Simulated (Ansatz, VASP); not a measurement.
# YNiI: VASP beside Ansatz

One calculation is typed for both programs; each brings its own data sets and cutoff. How far apart do they land? The cell is invented: other elements were put on sites of a known structure type. It may not be a known or stable phase. The cell is taken from a series of VASP runs on this material, whose earlier steps may have relaxed, scaled or displaced it; both programs get it as it stands.

Method: plane waves, with VASP 6.6.1 beside it; single point at PBE, in Ansatz 0.2.0.

## (1) Set-up

Symmetry: P-6m2, No. 187, hexagonal system. The conventional cell has a = 4.370 Å, b = 4.370 Å, c = 3.888 Å, α = 90.00°, β = 90.00°, γ = 120.00°. Nearest to Y lie 6 I at 3.19 Å and 6 Ni at 3.19 Å. Nearest to Ni lie 3 I at 2.52 Å. Nearest to I lie 3 Ni at 2.52 Å and 6 Y at 3.19 Å. Farther neighbours and most contacts between anions are not listed.

## (2) Ansatz: single point, PBE

Ansatz runs on its default PAW (the set named soft_2) files.

A single point gives forces, pressure and levels at one fixed geometry, so differences don't come from the geometry; what else differs is listed under the comparison.

Contents of input.yaml:

```yaml
crystal:
  lattice:
    - [4.3699115566, 0.0, 0.0]
    - [-2.1849557783, 3.7844544223, 0.0]
    - [0.0, 0.0, 3.888214341]
  atoms:
    - { symbol: "Y", position: [0.0, 0.0, 0.0] }
    - { symbol: Ni, position: [0.33333333, 0.66666667, 0.5], spin: 1.0 }
    - { symbol: I, position: [0.66666667, 0.33333333, 0.5] }
hamiltonian:
  xc: pbe
  pseudopotentials: { kind: paw }
magnetization:
  spin_polarized: true
kpoints:
  mp_grid: { grid: [5, 5, 5] }
scf:
  occupations: { method: fermi_dirac, width: 0.05 }
  n_extra_bands: 6
output:
  forces: true
  stress: true
  eigenvalues: true
```

The run is started by

```console
$ ansatz run input.yaml --threads 2 --pin off --max-ram 4608MiB --backend cpu --events-out ev --progress --plain --runs-dir out
```

Numbers of over 12 decimals in the logs are rounded to 6 here.

The program printed:

```text
scf.n_extra_bands = 6 over 23 filled bands (N_el = 46.0): the run solves 29 bands
Engine: ansatz 0.2.0, aarch64-unknown-linux-gnu
Pseudopotentials: kind: paw
Pseudopotential: Y, paw, valence charge 11, recommended cutoff 420 eV (normal), Y.paw.azcp
Pseudopotential: Ni, paw, valence charge 18, recommended cutoff 420 eV (normal), Ni.paw.azcp
Pseudopotential: I, paw, valence charge 17, recommended cutoff 420 eV (normal), I.paw.azcp
Functional definition: PBE
  parameter kappa = 0.804
  parameter beta = 0.066725
  exchange = pbe_x(kappa = kappa, mu = beta*pi^2/3)
  correlation = pbe_c(beta = beta)
Crystal: 3 atoms, lattice volume = 64.302 Å³
Basis set: ecut = 420 eV, 1279 PW (Γ), exchange–correlation on 60×60×54 points (8 copies of the dense FFT grid, shifted against one another)
Bands: 29, of which v1, the nominal top of the filled ones, is band 23 counted from 1 (22 counted from 0)
Symmetry: 12 space group operations
Space group: P-6m2 (ITA 187), of the structure as read, at distance tolerance 4.0e-5 Å
Magnetic group: BNS 187.209 (UNI 1439), of the structure as read, at distance tolerance 4.0e-5 Å
k-points: 15 of 125 (time reversal used)
Non-local potential: Y, projectors of the file, l = 0: 3, l = 1: 2, l = 2: 2, l = 3: 1
Non-local potential: Ni, projectors of the file, l = 0: 3, l = 1: 2, l = 2: 3, l = 3: 1
Non-local potential: I, projectors of the file, l = 0: 2, l = 1: 2, l = 2: 2, l = 3: 2
PAW form: soft (Blöchl's): semilocal exchange-correlation on the pseudo side does not see the compensation charge
PAW one-centre angular grid: Y, 590 points (default); XC on 64 Gauss nodes
PAW one-centre angular grid: Ni, 590 points (default); XC on 64 Gauss nodes
PAW one-centre angular grid: I, 590 points (default); XC on 64 Gauss nodes
Initial density: superposition of atomic densities (chi_scale 0.1, normalization cell, long waves kept (reshape's long-wave potential 0.00 eV rms))
Starting moments: Σ|m| = 1 μB on 1 of 3 sites
Initial wavefunctions: pseudopotential atomic-orbital guess
Functional: x = pbe(κ = 0.804, μ = 0.219515), c = pbe(β = 0.066725)
SCF iter   1: F=—  HF=-17203.108478 eV  |F-HF|=—  |Δ(HF+E_count)|=         —  Δρ=1.14e-1 (↑3.94e-2 ↓1.14e-1)  dr2=1.74e1  dr2_m=1.60e0  M=0.039 μB ∫|m|=0.155 μB  β_m=0.30  ethr=3.10e-3  ⟨swp⟩=6.0  Hψ=3541  notcnv=0
Mixer restart at iter 1: flushing history
preconditioner: auto → Kerker (q_TF=auto, 2.580 Å⁻¹)  [metal: Δε(μ)=0.032 eV  Ē_g=6.179 eV  σ=0.050 eV  W_gap=0.16  n_scr=20 (ndim 8)  ℏωp=20.7 eV  f_vac=0.000  D(μ)=0.82/eV (n_scr^D=0)]
spin=Collinear: Kerker preconditioning applied to the charge; magnetization (m = ρ↑ − ρ↓) channel mixes plain (no charge-response kernel on spin).
SCF iter   2: F=—  HF=-17203.267786 eV  |F-HF|=—  |Δ(HF+E_count)|=   1.59e-1  Δρ=5.44e-2 (↑4.16e-2 ↓5.44e-2)  dr2=6.61e0  dr2_m=8.24e-1  M=0.025 μB ∫|m|=0.149 μB  β_m=0.44  ethr=3.10e-3  ⟨swp⟩=3.0  Hψ=2082  notcnv=0  defer=10
SCF iter   3: F=—  HF=-17202.364402 eV  |F-HF|=—  |Δ(HF+E_count)|=   9.03e-1  Δρ=5.72e-2 (↑2.48e-2 ↓5.72e-2)  dr2=4.89e0  dr2_m=1.77e-1  M=0.006 μB ∫|m|=0.067 μB  β_m=0.41  ethr=3.10e-3  ⟨swp⟩=3.0  Hψ=1730  notcnv=0  defer=9
SCF iter   4: F=—  HF=-17202.130278 eV  |F-HF|=—  |Δ(HF+E_count)|=   2.34e-1  Δρ=7.70e-3 (↑7.70e-3 ↓7.06e-3)  dr2=2.69e-1  dr2_m=2.71e-4  M=-0.002 μB ∫|m|=0.025 μB  β_m=0.67  ethr=3.10e-3  ⟨swp⟩=3.7  Hψ=1759  notcnv=0  defer=9
SCF iter   5: F=—  HF=-17202.030573 eV  |F-HF|=—  |Δ(HF+E_count)|=   9.97e-2  Δρ=5.48e-3 (↑4.36e-3 ↓5.48e-3)  dr2=4.44e-2  dr2_m=2.76e-4  M=-0.001 μB ∫|m|=0.002 μB  β_m=0.84  ethr=5.84e-4  ⟨swp⟩=2.6  Hψ=1606  notcnv=0  defer=15
SCF iter   6: F=—  HF=-17202.054126 eV  |F-HF|=—  |Δ(HF+E_count)|=   2.36e-2  Δρ=3.71e-3 (↑3.71e-3 ↓3.44e-3)  dr2=2.74e-2  dr2_m=1.31e-5  M=0.000 μB ∫|m|=0.001 μB  β_m=0.92  ethr=9.65e-5  ⟨swp⟩=2.0  Hψ=1215  notcnv=0  defer=15
SCF iter   7: F=—  HF=-17202.051918 eV  |F-HF|=—  |Δ(HF+E_count)|=   2.21e-3  Δρ=4.10e-4 (↑4.10e-4 ↓3.90e-4)  dr2=8.16e-4  dr2_m=8.00e-7  M=-0.000 μB ∫|m|=0.000 μB  β_m=0.93  ethr=5.96e-5  ⟨swp⟩=2.0  Hψ=1212  notcnv=0  defer=15
SCF iter   8: F=—  HF=-17202.051855 eV  |F-HF|=—  |Δ(HF+E_count)|=   6.31e-5  Δρ=6.58e-4 (↑6.58e-4 ↓5.69e-4)  dr2=7.12e-4  dr2_m=1.30e-6  M=-0.000 μB ∫|m|=0.000 μB  β_m=0.97  ethr=1.77e-6  ⟨swp⟩=2.0  Hψ=1444  notcnv=0  defer=15
SCF iter   9: F=—  HF=-17202.051771 eV  |F-HF|=—  |Δ(HF+E_count)|=   8.45e-5  Δρ=1.80e-4 (↑1.80e-4 ↓1.77e-4)  dr2=6.47e-5  dr2_m=1.45e-8  M=0.000 μB ∫|m|=0.000 μB  β_m=0.98  ethr=1.55e-6  ⟨swp⟩=2.0  Hψ=1053  notcnv=0  defer=15
SCF iter  10: F=—  HF=-17202.051771 eV  |F-HF|=—  |Δ(HF+E_count)|=   3.81e-7  Δρ=1.63e-5 (↑1.49e-5 ↓1.63e-5)  dr2=5.42e-7  dr2_m=1.26e-9  M=0.000 μB ∫|m|=0.000 μB  β_m=0.99  ethr=1.41e-7  ⟨swp⟩=2.0  Hψ=1057  notcnv=0  defer=15
SCF iter  11: F=—  HF=-17202.051771 eV  |F-HF|=—  |Δ(HF+E_count)|=   1.18e-8  Δρ=1.34e-5 (↑1.34e-5 ↓1.25e-5)  dr2=3.62e-7  dr2_m=1.21e-10  M=0.000 μB ∫|m|=0.000 μB  β_m=1.00  ethr=1.18e-9  ⟨swp⟩=2.0  Hψ=1212  notcnv=0  defer=15
SCF iter  12: F=—  HF=-17202.051771 eV  |F-HF|=—  |Δ(HF+E_count)|=   1.82e-9  Δρ=2.92e-6 (↑2.92e-6 ↓2.26e-6)  dr2=1.62e-8  dr2_m=7.38e-11  M=-0.000 μB ∫|m|=0.000 μB  β_m=1.00  ethr=7.87e-10  ⟨swp⟩=2.0  Hψ=1008  notcnv=0  defer=15
SCF iter  13: F=-17202.051771 eV  HF=-17202.051771 eV  |F-HF|=1.61e-8  |Δ(HF+E_count)|=   4.75e-9  Δρ=2.80e-6 (↑2.80e-6 ↓2.74e-6)  dr2=1.61e-8  dr2_m=5.74e-13  M=-0.000 μB ∫|m|=0.000 μB  ethr=3.52e-11  ⟨swp⟩=6.3  Hψ=3543  notcnv=0
SCF 1 converged in 13 iterations: F = -17202.051771 eV  dr2 = 1.61e-8
  greatest PAW one-centre occupation: 1.001 electrons in one spin orbital (limit 2), on the Ni atom at site 1 (counted from 0), in its partial waves of l = 1
WARN: the starting moments were not kept: the SCF closed with an absolute magnetisation of 1.0e-6 μB, where they sum to 1 μB in size (1 site). That is at most 0.1 of that sum. Measured as dr2_m measures the in/out step, that magnetisation stands 7.5e-13 eV from none, at or under the dr2_threshold of 1.0e-7 eV: it is no larger than a step whose dr2_m would equal this threshold. The system may hold no moment; this SCF  [...]
SCF converged after 13 iterations
Magnetization: -0.0000 μB (23.0000 up, 23.0000 down)
Absolute magnetization: 0.0000 μB (∫|ρ↑−ρ↓|, with the PAW one-centre terms)
Spin contamination: 0.0000 ħ² per cell (⟨S²⟩ above its minimum at these occupations)
Per-site moments (μB) at R_I (Å): [(7.121906322877939e-8, 1.313858), (-3.9516072847405003e-7, 1.040725), (-4.5808139072802075e-8, 1.040725)]
Free energy (F): -17202.051771 eV
Harris-Foulkes:  -17202.051771 eV  (|F-HF|=1.61e-8)
Internal energy: -17202.045974 eV  (E = F + TS)
E sigma→0 (E₀):  -17202.048872 eV
Entropy (-TS):   -0.005797 eV (-1.932 meV/atom)
Fermi energy:    14.451078 eV
--- Per-component energies (eV) ---
  E_band       = -725.660207
  E_kinetic    = 783.482410
  E_local      = -6760.835816  (includes V_loc(G=0)·N_el)
  E_nonlocal   = 603.345966
  E_hartree    = 3049.083382
  E_xc         = -387.233211
  E_vxc        = -438.728201  (∫ρ·V_xc dr)
  E_paw        = -9280.248745  (= ΣΔE_a)
  E_vpaw       = -1011.080364  (= ΣTr[D̂ρ^β])
  E_aug_tail   = 0.000504  (compensation charges beyond the density's cutoff)
  E_ewald      = -5209.640463
  E_smearing   = -0.005797  (= −TS)
  E_closure    = -0.000000  (closes the sum)
  Σ components = -17202.051771   (vs F -17202.051771, Δ=0.00e0)
--- Forces (eV/Å), atoms counted from 1 ---
  atom   1  Y      0.00000000     0.00000000     0.00000000
  atom   2  Ni    -0.00000000     0.00000000     0.00000000
  atom   3  I      0.00000000     0.00000000     0.00000000
  max |Σ_I F_I| component: 1.20e-16 eV/Å
--- Stress (GPa, compression-positive) ---
        0.277236       0.000000       0.000000
        0.000000       0.277236       0.000000
        0.000000       0.000000      -0.161789
  P = ⅓ Tr σ = 0.1309 GPa (1.309 kbar)
--- Band table (eV; the first three rows and the last of 30) ---
  k-point 0 ↑: bands = [... 19 lower, 12.4429, 12.4429, 12.9437, 12.9437, 14.4732, 16.2533, 16.2533, 16.3772, ... 2 higher]
  k-point 1 ↑: bands = [... 19 lower, 12.3239, 12.9409, 13.0546, 13.0546, 14.9843, 14.9843, 15.0759, 17.0284, ... 2 higher]
  k-point 2 ↑: bands = [... 19 lower, 12.8511, 13.3672, 13.3672, 14.2443, 14.5275, 14.5275, 15.6617, 15.6617, ... 2 higher]
  k-point 14 ↓: bands = [... 19 lower, 12.1580, 12.6311, 12.8032, 13.4933, 15.5411, 16.6214, 16.8093, 17.6162, ... 2 higher]
```

Wall time 5.9 s (2 threads of Arm Neoverse V1, shared host); peak memory 0.38 GiB.

Reading the cycles: dr2 is the Hartree energy of the density residual (eV), the measure of convergence; HF is the Harris–Foulkes estimate of the energy, which meets the free energy F at convergence.

The run ends at a pressure of 0.13 GPa.

## (3) VASP: single point, PBE

The same cell, functional, mesh and smearing now go to VASP, with its own data sets and cutoff.

Lines of VASP's logs that name or quote its potential files are left out, and so is its time.

Contents of INCAR:

```
SYSTEM = YNiI
PREC = Accurate
ENCUT = 400
EDIFF = 1E-06
NELM = 100
ISMEAR = -1
SIGMA = 0.05
LREAL = .FALSE.
ALGO = Normal
GGA = PE
NBANDS = 21
ISPIN = 2
MAGMOM = 0 1 0
LMAXMIX = 4
LORBIT = 11
LWAVE = .FALSE.
LCHARG = .TRUE.
ISIF = 2
LELF = .TRUE.
LVHAR = .TRUE.
```

Contents of POSCAR:

```
YNiI
1.0
    4.3699115566      0.0000000000      0.0000000000
   -2.1849557783      3.7844544223      0.0000000000
    0.0000000000      0.0000000000      3.8882143410
Y Ni I
1 1 1
Direct
    0.0000000000      0.0000000000      0.0000000000
    0.3333333300      0.6666666700      0.5000000000
    0.6666666700      0.3333333300      0.5000000000
```

Contents of KPOINTS:

```
Automatic mesh
0
Gamma
5 5 5
0 0 0
```

The projector-augmented-wave data sets are Y_sv, Ni and I (PBE family, release 64).

The run is started by

```console
$ mpirun -np 1 vasp_std
```

The program printed:

```text
[banner, memory and clock lines left out]
running    1 mpi-ranks, on    1 nodes
 distrk:  each k-point on    1 cores,    1 groups
 distr:  one band on    1 cores,    1 groups

 POSCAR found type information on POSCAR Y NiI
 POSCAR found :  3 types and       3 ions
 LDA part: xc-table for (Slater+PW92), standard interpolation
 POSCAR, INCAR and KPOINTS ok, starting setup
 FFT: planning ... GRIDC
 FFT: planning ... GRID_SOFT
 FFT: planning ... GRID
 WAVECAR not read
 entering main loop
       N       E                     dE             d eps       ncg     rms          rms(c)
DAV:   1     0.144420523656E+03    0.14442E+03   -0.10998E+04  1260   0.111E+03
DAV:   2    -0.538639821216E+01   -0.14981E+03   -0.14409E+03  1325   0.277E+02
DAV:   3    -0.143532510532E+02   -0.89669E+01   -0.87765E+01  1592   0.662E+01
DAV:   4    -0.147663659274E+02   -0.41311E+00   -0.41094E+00  1882   0.121E+01
DAV:   5    -0.147721268860E+02   -0.57610E-02   -0.57593E-02  1560   0.149E+00    0.260E+01
DAV:   6    -0.148617589709E+02   -0.89632E-01   -0.73326E+00  1555   0.282E+01    0.151E+01
DAV:   7    -0.155074309185E+02   -0.64567E+00   -0.17721E+01  1740   0.428E+01    0.193E+01
DAV:   8    -0.142621116928E+02    0.12453E+01   -0.13265E+01  1656   0.317E+01    0.361E+00
DAV:   9    -0.142100188680E+02    0.52093E-01   -0.41489E-01  1794   0.659E+00    0.130E+00
DAV:  10    -0.142083659256E+02    0.16529E-02   -0.29869E-02  1888   0.114E+00    0.865E-01
DAV:  11    -0.142079454839E+02    0.42044E-03   -0.24680E-03  1538   0.304E-01    0.198E-01
DAV:  12    -0.142079915541E+02   -0.46070E-04   -0.34763E-04  1679   0.166E-01    0.800E-02
DAV:  13    -0.142079771318E+02    0.14422E-04   -0.35675E-05  1753   0.394E-02    0.300E-02
DAV:  14    -0.142079714044E+02    0.57274E-05   -0.98357E-06  1788   0.184E-02    0.103E-02
DAV:  15    -0.142079713018E+02    0.10266E-06   -0.12919E-06  1126   0.963E-03
   1 F= -.14207971E+02 E0= -.14204987E+02  d E =-.596899E-02  mag=    -0.0000
```

From OUTCAR (step 3):

```text
ion  position               nearest neighbor table
   1  0.000  0.000  0.000-   2 3.19   3 3.19   2 3.19   3 3.19   3 3.19   3 3.19   2 3.19   2 3.19
                             3 3.19   3 3.19   2 3.19   2 3.19
   2  0.333  0.667  0.500-   3 2.52   3 2.52   3 2.52   1 3.19   1 3.19   1 3.19   1 3.19   1 3.19
                             1 3.19
   3  0.667  0.333  0.500-   2 2.52   2 2.52   2 2.52   1 3.19   1 3.19   1 3.19   1 3.19   1 3.19
                             1 3.19

  LATTYP: Found a hexagonal cell.
 ALAT       =     4.3699115566
 C/A-ratio  =     0.8897695733

 Subroutine GETGRP returns: Found 12 space group operations
 (whereof 12 operations were pure point group operations)

The static configuration has the point symmetry D_3h.

 Found     15 irreducible k-points:

   k-points           NKPTS =     15   k-points in BZ     NKDIM =     15   number of bands    NBANDS=     21

   dimension x,y,z NGX =    30 NGY =   30 NGZ =   28
   dimension x,y,z NGXF=    60 NGYF=   60 NGZF=   56

   ENCUT  =  400.0 eV  29.40 Ry    5.42 a.u.   7.13  7.13  6.34*2*pi/ulx,y,z

   NELECT =      28.0000    total number of electrons

 k-points in reciprocal lattice and weights: Automatic mesh
   0.00000000  0.00000000  0.00000000       0.008
   0.20000000  0.00000000  0.00000000       0.048
   0.40000000  0.00000000  0.00000000       0.048
   0.20000000  0.20000000  0.00000000       0.048
   0.40000000  0.20000000  0.00000000       0.048
   0.00000000  0.00000000  0.20000000       0.016
   0.20000000  0.00000000  0.20000000       0.096
   0.40000000  0.00000000  0.20000000       0.096
   0.20000000  0.20000000  0.20000000       0.096
[...]
0.20000000  0.20000000  0.40000000       0.096
   0.40000000  0.20000000  0.40000000       0.096

 average (electrostatic) potential at core
       1 -33.3596       2 -83.3006       3 -90.7374

 E-fermi :   8.2175

 spin component 1
 k-point     1 :       0.0000    0.0000    0.0000
  band No.  band energies     occupation
    ...
     10       6.1787      1.00000
     11       6.2115      1.00000
     12       6.2115      1.00000
     13       6.7084      1.00000
     14       6.7084      1.00000
     15       8.2371      0.40302
     16      10.0154      0.00000
     17      10.0154      0.00000
     18      10.1397      0.00000
     19      10.1397      0.00000
    ...

 k-point     2 :       0.2000    0.0000    0.0000
  band No.  band energies     occupation
    ...
     10       6.1431      1.00000
     11       6.1509      1.00000
     12       6.3172      1.00000
     13       6.4949      1.00000
     14       7.1762      1.00000
     15       8.5652      0.00095
     16       9.3129      0.00000
     17       9.8679      0.00000
     18      10.1504      0.00000
     19      10.5251      0.00000
    ...

 k-point     3 :       0.4000    0.0000    0.0000
  band No.  band energies     occupation
    ...
     10       5.9423      1.00000
     11       6.0567      1.00000
     12       6.1175      1.00000
     13       6.6688      1.00000
     14       7.3643      1.00000
     15       9.4582      0.00000
     16      10.0789      0.00000
     17      10.1303      0.00000
     18      10.1659      0.00000
     19      10.2783      0.00000
    ...

 k-point     4 :       0.2000    0.2000    0.0000
  band No.  band energies     occupation
    ...
     10       5.8803      1.00000
     11       6.1693      1.00000
     12       6.1924      1.00000
     13       6.5311      1.00000
     14       8.0142      0.98314
     15       8.4931      0.00402
     16       9.5162      0.00000
     17       9.8403      0.00000
     18      10.3545      0.00000
     19      11.2549      0.00000
    ...

 k-point     5 :       0.4000    0.2000    0.0000
  band No.  band energies     occupation
    ...
     10       5.8732      1.00000
     11       6.0662      1.00000
     12       6.1766      1.00000
     13       6.8353      1.00000
     14       7.9920      0.98912
     15       8.8941      0.00000
     16       9.1077      0.00000
     17       9.6834      0.00000
     18      11.3917      0.00000
     19      11.5734      0.00000
    ...

 k-point     6 :       0.0000    0.0000    0.2000
  band No.  band energies     occupation
    ...
     10       6.0692      1.00000
     11       6.0971      1.00000
     12       6.7234      1.00000
     13       6.8209      1.00000
     14       6.8209      1.00000
     15       8.7461      0.00003
     16       8.7461      0.00003
     17       8.8436      0.00000
     18      10.7940      0.00000
     19      10.7940      0.00000
    ...

  Total        0.0312133      0.0312133     -0.1245031      0.0000000      0.0000000      0.0000000
  in kB        0.7777227      0.7777227     -3.1021642      0.0000000      0.0000000      0.0000000
  external PRESSURE =      -0.5155729 kB  Pullay stress =       0.0000000 kB

  energy-cutoff  :      400.00
  volume of cell :       64.30
      direct lattice vectors                 reciprocal lattice vectors
     4.369911557  0.000000000  0.000000000     0.228837583  0.132119440  0.000000000
    -2.184955778  3.784454422  0.000000000     0.000000000  0.264238881  0.000000000
     0.000000000  0.000000000  3.888214341     0.000000000  0.000000000  0.257187468

 POSITION                                       TOTAL-FORCE (eV/Angst)
 -----------------------------------------------------------------------------------
      0.00000      0.00000      0.00000         0.000000      0.000000      0.000000
     -0.00000      2.52297      1.94411         0.000000      0.000000      0.000000
      2.18496      1.26148      1.94411        -0.000000      0.000000      0.000000
 -----------------------------------------------------------------------------------
    total drift:                               -0.000006      0.000003     -0.000000

  FREE ENERGIE OF THE ION-ELECTRON SYSTEM (eV)
  ---------------------------------------------------
  free  energy   TOTEN  =       -14.2079713018 eV

  energy  without entropy=      -14.2020023100  energy(sigma->0) =      -14.20498681

 total charge
# of ion       s       p       d       f       tot
--------------------------------------------------
    1        2.168   6.227   1.039   0.035   9.469
    2        0.403   0.390   8.516   0.000   9.309
    3        1.494   2.672   0.181   0.000   4.347
--------------------------------------------------
tot          4.065   9.289   9.736   0.035  23.124

 magnetization (x)
# of ion       s       p       d       f       tot
--------------------------------------------------
    1        0.000   0.000   0.000   0.000   0.000
    2       -0.000  -0.000  -0.000   0.000  -0.000
    3       -0.000  -0.000  -0.000   0.000  -0.000
--------------------------------------------------
tot         -0.000  -0.000   0.000   0.000   0.000

[... 6 further parts left out ...]
```

The moments of VASP's start collapse, so its state is non-magnetic.

## (4) Differences

Known differences besides the potentials themselves: the data sets hold 46 valence electrons in Ansatz (default PAW (the set named soft_2) files) and 28 in VASP; the cutoff is 420 eV in Ansatz and 400 eV in VASP; VASP leaves aspherical gradient terms in its spheres out (LASPH is not set), Ansatz keeps them. Total energies have different zeros and are not compared.

The two programs side by side:

```tsv
quantity	Ansatz	VASP	difference
pressure (GPa)	0.13	-0.05	+0.18
gap on the k mesh (eV)	0.146	0.141	+0.005
```

A gap on the mesh is an upper bound, since the band edges may lie between its points.

## (5) What came out

```yaml
difference_in_gap_on_the_k_mesh_single_point_pbe: 0.0046 eV
```

What this shows: The difference in gap on the k mesh is 0.0046 eV (single point, PBE), within the 0.08 eV picked in this series as the mark of a large difference. Such differences can come from data sets, numerical settings and the points named under the comparisons, not from the functional's error against experiment.

[Lines on the potential files, build, host, timing and source positions are cut from VASP's logs without a mark.]

[Logs are printed without paths, hosts, clocks, repeated set-up lines and the standing remarks that a program may print on its own settings, such as how far it seeks lower states.]

[Hosts, paths, dates, database ids (printed as entryN), source tags and the programs' standing remarks are cut or masked in the printed files.]
